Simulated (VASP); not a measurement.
Data:

```yaml
crystal:
  lattice:
    - [4.09957, 0.00000, 0.00000]
    - [0.00000, 4.09957, 0.00000]
    - [0.00000, 0.00000, 4.09957]
  atoms:
    - { symbol: La, position: [0.00000, 0.00000, 0.00000] }
    - { symbol: B, position: [0.80025, 0.50000, 0.50000] }
    - { symbol: B, position: [0.50000, 0.19975, 0.50000] }
    - { symbol: B, position: [0.50000, 0.80025, 0.50000] }
    - { symbol: B, position: [0.19975, 0.50000, 0.50000] }
    - { symbol: B, position: [0.50000, 0.50000, 0.80025] }
    - { symbol: B, position: [0.50000, 0.50000, 0.19975] }
```

These are LDA (Ceperley-Alder, Perdew-Zunger), VASP's LDA PAW potentials (set 64) (plane waves; VASP) values and carry that method's errors. Run with 520 eV cut-off, Gaussian smearing of 0.050 eV, potentials La B.

### Question
Give the energies of bands 9 to 17 at the high-symmetry points, in eV from the Fermi level.

### Answer

| band | Γ | X | M | R |
|---|---|---|---|---|
| 9 | -7.47 | -6.73 | -6.64 | -4.66 |
| 10 | -6.87 | -6.30 | -6.26 | -4.66 |
| 11 | -6.87 | -3.45 | -4.52 | -4.66 |
| 12 | -1.85 | -3.45 | -4.52 | -2.37 |
| 13 | -1.85 | -3.17 | -2.87 | -2.37 |
| 14 | -1.85 | -2.55 | -2.87 | -2.37 |
| 15 | 0.22 | -1.47 | 1.07 | 1.51 |
| 16 | 0.22 | 1.51 | 1.07 | 1.82 |
| 17 | 0.22 | 1.76 | 2.02 | 1.82 |

It has no gap at this level: it comes out as a metal or semimetal.

The compound is LaB6 in the cab6 structure. It was relaxed first. The electron count is odd and the run is not spin-polarised, which forces a metal.
